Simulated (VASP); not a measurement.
Here is the system:

```xyz
8
Lattice="4.5121 0.0000 0.0000 0.0000 4.5121 0.0000 0.0000 0.0000 4.5121" Properties=species:S:1:pos:R:3 pbc="T T T"
Mn     3.8956     2.8725     1.6395
Mn     1.6395     3.8956     2.8725
Mn     0.6165     0.6165     0.6165
Mn     2.8725     1.6395     3.8956
Si     0.6985     1.5576     2.9545
Si     2.9545     0.6985     1.5576
Si     3.8136     3.8136     3.8136
Si     1.5576     2.9545     0.6985
```
Starting moments (μB, in the order of the record's atoms Mn Mn Mn Mn Si Si Si Si): 1.1 1.1 1.1 1.1 0.0 0.0 0.0 0.0.

Method: PBE GGA, VASP's PBE PAW potentials (set 64) (plane waves; VASP). Numerical set-up: 400 eV cut-off, 8×8×8 Γ-centred mesh, tetrahedra with Blöchl corrections, potentials Mn_pv Si.

The moments were started parallel, and other spin orders were not tried in this run.

What does the run give for the cell moment, energy per atom (σ→0), band gap (on the k-mesh) with the smallest direct gap where there is one?

The band gap (on the k-mesh) is none (metal, semimetal or under 0.01 eV). The cell moment is 4.00 μB. The energy per atom (σ→0) comes out as -7.678 eV/atom.

Give the moment on each site (PAW-sphere projection).

| site | moment (μB) |
|---|---|
| Mn1 | 1.06 |
| Mn2 | 1.06 |
| Mn3 | 1.06 |
| Mn4 | 1.06 |
| Si5 | -0.05 |
| Si6 | -0.05 |
| Si7 | -0.05 |
| Si8 | -0.05 |

The compound is MnSi in the B20 structure. It was relaxed first.
